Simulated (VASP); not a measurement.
An input for Quantum ESPRESSO's pw.x (written as the equivalent of a VASP run, and not itself run):

```
&CONTROL
  calculation = 'scf'
  pseudo_dir = './pseudo'
  outdir = './out'
  tprnfor = .true.
  tstress = .true.
/
&SYSTEM
  ibrav = 0
  nat = 2
  ntyp = 2
  ecutwfc = 82
  occupations = 'smearing'
  smearing = 'gaussian'
  degauss = 0.003675
  input_dft = 'pbe'
/
&ELECTRONS
  conv_thr = 7.3e-08
  electron_maxstep = 100
/
ATOMIC_SPECIES
  Ag 107.868 Ag.upf
  Cl 35.450 Cl.upf
CELL_PARAMETERS angstrom
     0.0000000    2.8305000    2.8305000
     2.8305000    0.0000000    2.8305000
     2.8305000    2.8305000    0.0000000
ATOMIC_POSITIONS crystal
  Ag   0.0000000  0.0000000  0.0000000
  Cl   0.5000000  0.5000000  0.5000000
K_POINTS automatic
  6 6 6 0 0 0
```

Question: Write the VASP files for the same calculation (PBE).

Answer: Several could match; the one computed here: 
### INCAR
```
LCHARG = .FALSE.
LREAL = .FALSE.   ! projection in real space or not
SIGMA = 0.05   ! width (eV)
ISMEAR = 0
ALGO = Normal   ! blocked Davidson
GGA = PE
ISIF = 2
EDIFF = 1E-6   ! SCF stop (eV)
ENCUT = 400   ! plane-wave cut-off (eV)
SYSTEM = AgCl
LWAVE = .FALSE.
NELM = 100
PREC = Accurate
LASPH = .TRUE.   ! aspherical one-centre terms
LMAXMIX = 4   ! l cut-off of mixed one-centre charges
```

### POSCAR
```
AgCl
1
    0.0000000000     2.8305000000     2.8305000000
    2.8305000000     0.0000000000     2.8305000000
    2.8305000000     2.8305000000     0.0000000000
Ag Cl
1 1
Direct
  0.0000000000   0.0000000000   0.0000000000
  0.5000000000   0.5000000000   0.5000000000
```

### KPOINTS
```
Automatic
0
G
 6 6 6
0 0 0
```

POTCAR, in this order: Ag Cl (PBE.64 set). Program: vasp_std.

What does not carry over: the potentials are each code's own (VASP's PAW set, PseudoDojo norm-conserving files in pw.x), so ENCUT and ecutwfc are chosen apart and not converted; conv_thr bounds pw.x's estimated SCF error, while EDIFF bounds the energy change between steps.

The compound is AgCl in the rock salt structure. The cell was not relaxed at this level.
